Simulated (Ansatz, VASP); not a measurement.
# PtSe2: VASP beside Ansatz

Wanted: the spread between two codes on one cell, functional and k mesh. The cell is taken from a series of runs on this material, whose earlier steps may have relaxed, scaled, displaced or heated it; both programs get it as it stands.

Method: plane waves, with VASP 6.6.1 beside it; dielectric response at PBE, in Ansatz 0.2.0.

## (1) The starting structure

It takes space group P-3m1 (No. 164, trigonal). Conventional cell: a = 3.717 Å, b = 3.717 Å, c = 5.820 Å, α = 90.00°, β = 90.00°, γ = 120.00°. Pt has 6 Se at 2.52 Å nearest. Se has 3 Pt at 2.52 Å nearest. Farther neighbours and most contacts between anions are not listed.

## (2) Ansatz: dielectric response, PBE

Ansatz runs on its default PAW (the set named soft_2) files.

The response to a field tests empty states and converges slowly with the mesh.

The input, input.yaml:

```yaml
crystal:
  lattice:
    - [3.717306548, 0.0, 0.0]
    - [-1.858653274, 3.2192819042, 0.0]
    - [0.0, 0.0, 5.82007402]
  atoms:
    - { symbol: Pt, position: [0.0, 0.0, 0.0] }
    - { symbol: Se, position: [0.6666666667, 0.3333333333, 0.77461184] }
    - { symbol: Se, position: [0.3333333333, 0.6666666667, 0.22538816] }
kpoints:
  mp_grid: { grid: [6, 6, 4] }
hamiltonian:
  xc: pbe
scf:
  occupations: { method: fixed }
dielectric: {}
```

On the command line:

```sh
> ansatz run input.yaml --threads 8 --pin off --max-ram 18432MiB --backend cpu --events-out ev --progress --plain --runs-dir out
```

Numbers of over 12 decimals in the logs are rounded to 6 here.

The program printed:

```text
Engine: ansatz 0.2.0, x86_64-unknown-linux-gnu
Pseudopotentials: kind: paw
Pseudopotential: Pt, paw, valence charge 18, recommended cutoff 420 eV (normal), Pt.paw.azcp
Pseudopotential: Se, paw, valence charge 16, recommended cutoff 420 eV (normal), Se.paw.azcp
Functional definition: PBE
  parameter kappa = 0.804
  parameter beta = 0.066725
  exchange = pbe_x(kappa = kappa, mu = beta*pi^2/3)
  correlation = pbe_c(beta = beta)
Crystal: 3 atoms, lattice volume = 69.649 Å³
Basis set: ecut = 420 eV, 1387 PW (Γ), exchange–correlation on 50×50×80 points (8 copies of the dense FFT grid, shifted against one another)
Bands: 30, of which v1, the nominal top of the filled ones, is band 25 counted from 1 (24 counted from 0)
Symmetry: 12 space group operations
k-points: 47 of 144 (irreducible under 2 space group operations, time reversal used)
Non-local potential: Pt, projectors of the file, l = 0: 3, l = 1: 2, l = 2: 2, l = 3: 1
Non-local potential: Se, projectors of the file, l = 0: 2, l = 1: 2, l = 2: 3, l = 3: 1
PAW form: soft (Blöchl's): semilocal exchange-correlation on the pseudo side does not see the compensation charge
PAW one-centre angular grid: Pt, 590 points (default); XC on 64 Gauss nodes
PAW one-centre angular grid: Se, 590 points (default); XC on 64 Gauss nodes
Initial density: superposition of atomic densities (neutral atoms: chi_scale 0, normalization atom), corrected by the library's trained network
Initial wavefunctions: pseudopotential atomic-orbital guess
Functional: x = pbe(κ = 0.804, μ = 0.219515), c = pbe(β = 0.066725)
SCF iter   1: F=—  HF=-23462.346908 eV  |F-HF|=—  |Δ(HF+E_count)|=         —  Δρ=2.85e-3  dr2=4.50e-3  ethr=1.77e-3  ⟨swp⟩=4.0  Hψ=4652  notcnv=0  defer=131
preconditioner: auto → Resta (q_TF=auto, 2.582 Å⁻¹)  ε∞=5.5  [insulator: Δε(μ)=0.775 eV  Ē_g=9.856 eV  n_scr=22 (ndim 8)  ℏωp=20.9 eV  f_vac=0.137  ε∞_Penn≈5.5]
SCF iter   2: F=—  HF=-23462.347834 eV  |F-HF|=—  |Δ(HF+E_count)|=   9.26e-4  Δρ=1.21e-3  dr2=1.38e-3  ethr=8.99e-6  ⟨swp⟩=2.0  Hψ=2389  notcnv=0  defer=141
SCF iter   3: F=—  HF=-23462.347905 eV  |F-HF|=—  |Δ(HF+E_count)|=   7.07e-5  Δρ=6.95e-4  dr2=3.91e-4  ethr=2.75e-6  ⟨swp⟩=2.0  Hψ=1593  notcnv=0  defer=141
SCF iter   4: F=—  HF=-23462.347952 eV  |F-HF|=—  |Δ(HF+E_count)|=   4.74e-5  Δρ=1.25e-4  dr2=1.15e-5  ethr=7.83e-7  ⟨swp⟩=2.0  Hψ=1973  notcnv=0  defer=141
SCF iter   5: F=—  HF=-23462.347967 eV  |F-HF|=—  |Δ(HF+E_count)|=   1.47e-5  Δρ=3.15e-5  dr2=1.51e-6  ethr=2.30e-8  ⟨swp⟩=2.0  Hψ=2244  notcnv=0  defer=57
SCF iter   6: F=—  HF=-23462.347970 eV  |F-HF|=—  |Δ(HF+E_count)|=   3.08e-6  Δρ=1.33e-5  dr2=1.34e-7  ethr=3.02e-9  ⟨swp⟩=2.0  Hψ=2350  notcnv=0  defer=47
SCF iter   7: F=—  HF=-23462.347970 eV  |F-HF|=—  |Δ(HF+E_count)|=   2.54e-7  Δρ=4.92e-6  dr2=1.62e-8  ethr=2.68e-10  ⟨swp⟩=2.0  Hψ=2350  notcnv=0  defer=47
SCF iter   8: F=—  HF=-23462.347971 eV  |F-HF|=—  |Δ(HF+E_count)|=   8.25e-8  Δρ=1.48e-6  dr2=1.80e-9  ethr=3.24e-11  ⟨swp⟩=2.2  Hψ=2356  notcnv=0  defer=47
SCF iter   9: F=—  HF=-23462.347971 eV  |F-HF|=—  |Δ(HF+E_count)|=   9.79e-9  Δρ=3.68e-7  dr2=1.47e-10  ethr=3.61e-12  ⟨swp⟩=2.4  Hψ=1909  notcnv=0  defer=47
SCF iter  10: F=-23462.347971 eV  HF=-23462.347971 eV  |F-HF|=1.46e-11  |Δ(HF+E_count)|=  3.93e-10  Δρ=9.47e-8  dr2=8.47e-12  ethr=1.00e-12  ⟨swp⟩=8.8  Hψ=4604  notcnv=0
SCF 1 converged in 10 iterations: F = -23462.347971 eV  dr2 = 8.47e-12
  greatest PAW one-centre occupation: 1.000 electrons in one spin orbital (limit 2), on the Pt atom at site 0 (counted from 0), in its partial waves of l = 0
NSCF: frozen V_eff on 47 k-points
NSCF: frozen V_eff on 39 k-points
DFPT response loops at Γ: preconditioner auto → Resta (q_TF=auto, 2.582 Å⁻¹)  ε∞=9.0 (no band partly filled); β = 1.00, the filter's whole step (`scf.mixing.beta` (0.50) is not read by the response loops at its default; to damp them type it under 1.00, their step now; it binds the ground state too); Broyden in place of MSR1
── the response to a field inside a basis, on 12×12×8 k-points: an SCF that follows is theirs, and a resumed run solves both again ──
Bands: 26, of which v1, the nominal top of the filled ones, is band 25 counted from 1 (24 counted from 0)
k-points: 312 of 1152 (irreducible under 4 space group operations)
Initial density: handed on by an earlier stage of this run
Initial wavefunctions: pseudopotential atomic-orbital guess (no wavefunctions were taken with the density)
Eigensolver: Dense (312 Hₖ)
SCF iter   1: F=—  HF=-23462.332893 eV  |F-HF|=—  |Δ(HF+E_count)|=         —  Δρ=2.98e-4  dr2=1.51e-5  ethr=1.00e-1
preconditioner: auto → Resta (q_TF=auto, 2.582 Å⁻¹)  ε∞=11.0  [insulator: Δε(μ)=0.412 eV  Ē_g=6.588 eV  n_scr=22 (ndim 8)  ℏωp=20.9 eV  f_vac=0.139  ε∞_Penn≈11.0]
SCF iter   2: F=—  HF=-23462.332896 eV  |F-HF|=—  |Δ(HF+E_count)|=   2.69e-6  Δρ=1.55e-4  dr2=3.60e-6  ethr=3.02e-8
SCF iter   3: F=—  HF=-23462.332898 eV  |F-HF|=—  |Δ(HF+E_count)|=   2.23e-6  Δρ=3.42e-5  dr2=4.57e-7  ethr=7.19e-9
SCF iter   4: F=-23462.332898 eV  HF=-23462.332898 eV  |F-HF|=3.22e-8  |Δ(HF+E_count)|=   2.35e-7  Δρ=9.27e-6  dr2=7.35e-8  ethr=9.13e-10
SCF 1 converged in 4 iterations: F = -23462.332898 eV  dr2 = 7.35e-8
DFPT response loops at Γ: preconditioner auto → Resta (q_TF=auto, 2.582 Å⁻¹)  ε∞=12.1 (no band partly filled); β = 1.00, the filter's whole step (`scf.mixing.beta` (0.50) is not read by the response loops at its default; to damp them type it under 1.00, their step now; it binds the ground state too); Broyden in place of MSR1
SCF converged after 10 iterations
Free energy (F): -23462.347971 eV
Harris-Foulkes:  -23462.347971 eV  (|F-HF|=1.46e-11)
Internal energy: -23462.347971 eV  (E = F + TS)
E sigma→0 (E₀):  -23462.347971 eV
Fermi energy:    10.493148 eV
--- Per-component energies (eV) ---
  E_band       = -1067.907073
  E_kinetic    = 873.799793
  E_local      = -7911.742603  (includes V_loc(G=0)·N_el)
  E_nonlocal   = -990.864639
  E_hartree    = 3656.503784
  E_xc         = -470.124210
  E_vxc        = -499.104845  (∫ρ·V_xc dr)
  E_paw        = -13277.716295  (= ΣΔE_a)
  E_vpaw       = 146.998682  (= ΣTr[D̂ρ^β])
  E_aug_tail   = -0.000994  (compensation charges beyond the density's cutoff)
  E_ewald      = -5342.202808
  E_smearing   = -0.000000  (= −TS)
  E_closure    = 0.000000  (closes the sum)
  Σ components = -23462.347971   (vs F -23462.347971, Δ=0.00e0)
--- Band table (eV; the first three rows and the last of 47) ---
  k-point 0: bands = [... 21 lower, 8.4099, 9.9572, 9.9572, 10.4931, 12.7630, 12.7630, 14.7353, 15.2257, ... 1 higher]
  k-point 1: bands = [... 21 lower, 8.4055, 9.7142, 9.8946, 9.8946, 12.8918, 12.8918, 15.3137, 15.7261, ... 1 higher]
  k-point 2: bands = [... 21 lower, 8.3820, 8.9987, 9.8352, 9.8352, 13.0220, 13.0220, 15.5858, 16.6169, ... 1 higher]
  k-point 46: bands = [... 21 lower, 7.6855, 7.7442, 8.6198, 9.0782, 11.7678, 12.3898, 15.5774, 17.4622, ... 1 higher]
--- Dielectric response (ions clamped): 3 representative field directions + reference, inside a basis on a mesh of 1152 k-points (Σ response iterations 18) ---
  ε∞ (high-frequency dielectric tensor):
       20.701360     0.000000     0.000000
        0.000000    20.701360    -0.000000
        0.000000    -0.000000    11.004250
  Born effective charges Z* (e; rows j = field, columns β = displacement):
    site 0:
         2.56074    0.00000    0.00000
         0.00000    2.56074    0.00000
         0.00000    0.00000   -0.09338
    site 1:
        -1.28037   -0.00000   -0.00000
        -0.00000   -1.28037   -0.00000
        -0.00000   -0.00000    0.04669
    site 2:
        -1.28037   -0.00000   -0.00000
        -0.00000   -1.28037   -0.00000
        -0.00000   -0.00000    0.04669
  Z* charge neutrality: 2.036e-3 e pre-enforcement
  solved inside a basis spanned on kpoints, on 12×12×8 k-points, its susceptibility summed on 18×18×10: ε∞ is read to err by 8.0e-2, Z* by 2.0e-2 e (field_mesh: kpoints solves on kpoints); Z* is corrected for what the basis lacks
```

In the SCF lines HF is the Harris–Foulkes energy and dr2 the Hartree energy of the density residual, in eV; the loop may stop once dr2 is under the threshold and the program's other checks hold. Hψ counts applications of the Hamiltonian.

(Part 1 of 2 ends here.)

[Lines on the potential files, build, host, timing and source positions are cut from VASP's logs without a mark.]

[Logs are printed without paths, hosts, clocks, repeated set-up lines and the standing remarks that a program may print on its own settings, such as how far it seeks lower states.]

[Hosts, paths, dates, database ids (printed as entryN), source tags and the programs' standing remarks are cut or masked in the printed files.]
